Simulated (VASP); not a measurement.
Energy against volume of CdTe (zinc blende). These are PBEsol GGA, VASP's PBE PAW potentials (set 64) (plane waves; VASP) values and carry that method's errors. Numerical set-up: 520 eV cut-off, 7×7×7 Γ-centred mesh, Gaussian smearing of 0.050 eV, potentials Cd Te.

| V (Å³/atom) | E (eV/atom) |
|---|---|
| 32.246 | -2.72625 |
| 33.275 | -2.73987 |
| 34.304 | -2.74401 |
| 35.333 | -2.74020 |

Q: Fit these four points and predict the energy of the run at 36.363 Å³/atom.

A: A cubic in V^(−2/3), the third-order Birch-Murnaghan form, passes through the four points with V0 = 34.30 Å³/atom and B0 = 41 GPa, and gives -2.7297 eV/atom there. The run gave -2.7297 eV/atom, +0.0 meV/atom from the fit; all five points give B0 = 41 GPa.

The compound is CdTe in the zinc blende structure. It was relaxed first.
